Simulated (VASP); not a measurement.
Level of theory: LDA (Ceperley-Alder, Perdew-Zunger), VASP's LDA PAW potentials (set 64) (plane waves; VASP 6.6.1).

Input for VASP

### KPOINTS
```
Automatic mesh
0
Gamma
7 7 7
0 0 0
```

### INCAR
```
SYSTEM = KBr
PREC = Accurate; ENCUT = 400; LREAL = .FALSE.
LASPH = .TRUE.
EDIFF = 1E-6; NELM = 100; ALGO = Normal
LMAXMIX = 4
ISMEAR = 0; SIGMA = 0.05
IBRION = 2; NSW = 60; ISIF = 3
EDIFFG = -0.01
LWAVE = .FALSE.; LCHARG = .FALSE.
```

### POSCAR
```
KBr
1.0
  0.0000000000   3.1898164200   3.1898164200
  3.1898164200   0.0000000000   3.1898164200
  3.1898164200   3.1898164200   0.0000000000
K Br
1 1
Direct
  1.0000000000   1.0000000000   1.0000000000
  0.5000000000   0.5000000000   0.5000000000
```

POTCAR, in this order: K_sv Br (LDA.64 set). Program: vasp_std.

### Question
Predict the energy per atom (σ→0), band gap (on the k-mesh).

### Answer

```yaml
energy per atom (σ→0): -3.417 eV/atom
band gap (on the k-mesh): 4.32 eV
```

### OSZICAR
```
...
DAV:   5    -0.700624525428E+01   -0.11987E-02   -0.11986E-02   620   0.803E-01    0.402E+00
DAV:   6    -0.685519079865E+01    0.15105E+00   -0.23458E-01   580   0.272E+00    0.290E+00
DAV:   7    -0.683389693100E+01    0.21294E-01   -0.96314E-02   620   0.188E+00    0.127E+00
DAV:   8    -0.683447740223E+01   -0.58047E-03   -0.10289E-02   636   0.910E-01    0.155E-01
DAV:   9    -0.683448026950E+01   -0.28673E-05   -0.27312E-04   672   0.115E-01    0.611E-02
DAV:  10    -0.683453959490E+01   -0.59325E-04   -0.59074E-05   576   0.519E-02    0.232E-02
DAV:  11    -0.683453914605E+01    0.44885E-06   -0.44641E-06   608   0.155E-02
   1 F= -.68345391E+01 E0= -.68345391E+01  d E =-.683454E+01
```

The structure comes from a computed database's KBr entry (Fm-3m); how it stands against other phases isn't given here. It was relaxed first, which changed the volume by -9 %. The start is the result of an earlier pass.
